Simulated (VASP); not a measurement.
All values below come from PBEsol GGA, VASP's PBE PAW potentials (set 64) (plane waves; VASP).

Input for VASP

File POSCAR:
```
GdBi
1
    2.0919210887     1.2077708907     3.4154328129
   -2.0919210887     1.2077708907     3.4154328129
   -0.0000000000    -2.4155425723     3.4154327804
Gd Bi
1 1
Direct
  0.7499850800   0.7499850800   0.7499850800
  0.2500149200   0.2500149200   0.2500149200
```

File KPOINTS:
```
Automatic mesh
0
Gamma
10 10 10
0 0 0
```

INCAR:
```
SYSTEM = GdBi
PREC = Accurate
ENCUT = 480
EDIFF = 1E-7
NELM = 100
ALGO = Normal
LREAL = .FALSE.
LASPH = .TRUE.
ISMEAR = 1
SIGMA = 0.1
GGA = PS
LMAXMIX = 6
LWAVE = .FALSE.
LCHARG = .FALSE.
ISIF = 3
IBRION = 2
NSW = 40
EDIFFG = -0.01
PSTRESS = 150
```

POTCAR, in this order: Gd_3 Bi_d (PBE.64 set). Program: vasp_std.

The resulting files:

**OSZICAR**
```
       N       E                     dE             d eps       ncg     rms          rms(c)
DAV:   1     0.161593618228E+03    0.16159E+03   -0.12636E+04  3712   0.159E+03
DAV:   2    -0.123500635603E+01   -0.16283E+03   -0.16124E+03  3840   0.377E+02
DAV:   3    -0.107536552050E+02   -0.95186E+01   -0.94965E+01  5088   0.968E+01
DAV:   4    -0.109033008681E+02   -0.14965E+00   -0.14963E+00  4304   0.149E+01
DAV:   5    -0.109078695296E+02   -0.45687E-02   -0.45686E-02  5312   0.231E+00    0.280E+01
DAV:   6    -0.108640690036E+02    0.43801E-01   -0.51944E-02  4584   0.250E+00    0.166E+01
DAV:   7    -0.108543500838E+02    0.97189E-02   -0.78404E-02  4840   0.372E+00    0.424E-01
DAV:   8    -0.108531244118E+02    0.12257E-02   -0.75739E-03  5080   0.105E+00    0.679E-02
DAV:   9    -0.108531879773E+02   -0.63566E-04   -0.65655E-04  5360   0.220E-01    0.654E-02
DAV:  10    -0.108531809384E+02    0.70390E-05   -0.40089E-05  5216   0.817E-02    0.232E-02
DAV:  11    -0.108531831878E+02   -0.22495E-05   -0.86026E-06  5032   0.241E-02    0.376E-03
DAV:  12    -0.108531831309E+02    0.56985E-07   -0.21264E-07  3672   0.128E-02
   1 F= -.60057969E+01 E0= -.60057063E+01  d E =-.600580E+01
```

File OUTCAR:
```
------------------------ aborting loop because EDIFF is reached ----------------------------------------
  FORCE on cell =-STRESS in cart. coord.  units (eV):
  Direction    XX          YY          ZZ          XY          YZ          ZX
  --------------------------------------------------------------------------------------
  Total        4.8547303      4.8547299      4.8570285      0.0000000     -0.0000003      0.0000000
  in kB      150.2272602    150.2272479    150.2983764      0.0000000     -0.0000103      0.0000000
  external PRESSURE =       0.2509615 kB  Pullay stress =     150.0000000 kB
  volume of cell :       51.78
      direct lattice vectors                 reciprocal lattice vectors
     2.091921089  1.207770891  3.415432813     0.239014752  0.137995236  0.097596231
    -2.091921089  1.207770891  3.415432813    -0.239014752  0.137995236  0.097596231
     0.000000000 -2.415542572  3.415432780     0.000000000 -0.275990475  0.097596199
 POSITION                                       TOTAL-FORCE (eV/Angst)
 -----------------------------------------------------------------------------------
      0.00000     -0.00000      7.68457         0.000000     -0.000000      0.002766
      0.00000     -0.00000      2.56173         0.000000      0.000000     -0.002766
 -----------------------------------------------------------------------------------
    total drift:                                0.000000     -0.000000     -0.000018
  FREE ENERGIE OF THE ION-ELECTRON SYSTEM (eV)
  ---------------------------------------------------
  free  energy   TOTEN  =       -10.8531831309 eV

  energy  without entropy=      -10.8529113355  energy(sigma->0) =      -10.85309253
  enthalpy is  TOTEN    =        -6.0057969189 eV   P V=        4.8473862119

 reached required accuracy - stopping structural energy minimisation
```
(Selected blocks of OUTCAR.)

**OUTCAR**
```
 val. band max:        6.9779358181   @ k =  -0.4000  -0.4000   0.1000

 cond. band min:       7.0181661961   @ k =   0.2000   0.2000   0.0000


 Fermi energy:         6.9941843147

 k-point     1 :       0.0000    0.0000    0.0000
  band No.  band energies     occupation
      1     -15.3053      2.00000
      2     -15.3053      2.00000
      3     -15.2085      2.00000
      4     -15.2085      2.00000
      5     -15.2085      2.00000
      6     -14.7455      2.00000
      7     -14.7455      2.00000
      8     -14.7453      2.00000
      9      -5.1157      2.00000
     10       7.8961     -0.00000
     11       7.8961     -0.00000
     12       7.8979     -0.00000
     13       8.2445     -0.00000
     14       8.2445     -0.00000
     15       8.2460     -0.00000
     16       9.0636      0.00000

 k-point     2 :       0.1000    0.0000    0.0000
  band No.  band energies     occupation
      1     -15.3732      2.00000
      2     -15.3731      2.00000
      3     -15.2209      2.00000
      4     -15.2077      2.00000
      5     -15.2077      2.00000
      6     -14.7634      2.00000
      7     -14.6706      2.00000
      8     -14.6705      2.00000
      9      -4.9726      2.00000
     10       6.6209      2.00000
     11       7.1334     -0.06413
     12       7.1347     -0.06318
     13       8.1961     -0.00000
     14       8.1973     -0.00000
     15       8.5430     -0.00000
     16      10.2107      0.00000

 k-point     3 :       0.2000    0.0000    0.0000
  band No.  band energies     occupation
      1     -15.5070      2.00000
      2     -15.5069      2.00000
      3     -15.2592      2.00000
      4     -15.2019      2.00000
      5     -15.2018      2.00000
      6     -14.8024      2.00000
      7     -14.5223      2.00000
      8     -14.5223      2.00000
      9      -4.5742      2.00000
     10       4.9497      2.00000
     11       6.0934      2.00000
     12       6.0946      2.00000
     13       8.5545     -0.00000
...
```

The 4f electrons are frozen in the core of the lanthanide potential, so 4f levels, which can set the real gap, and their magnetism are missing. Unless said otherwise, spin-orbit coupling is left out, though it shifts the bands of the heavy elements here.

The structure was generated: GdBi was put into the alpha-GeTe type (R3m), which need not be its known phase. It was relaxed first under an external pressure of 15 GPa. The relaxed cell has space group Fm-3m.
